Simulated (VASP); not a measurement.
Level of theory: PBE GGA, VASP's PBE PAW potentials (set 64) (plane waves; VASP 6.6.1). Each cell was relaxed at this level, without spin-orbit coupling.

**Question.** Which of these comes out without a gap?
A) CuAu, P4/mmm (123)
B) RuS2, Pa-3 (205)
C) SrO, Fm-3m (225)
D) WS2, P6_3/mmc (194)

**Answer.** A, CuAu, P4/mmm (123). The others have gaps of 3.28 eV (SrO, Fm-3m (225)), 1.50 eV (WS2, P6_3/mmc (194)), 0.60 eV (RuS2, Pa-3 (205)).
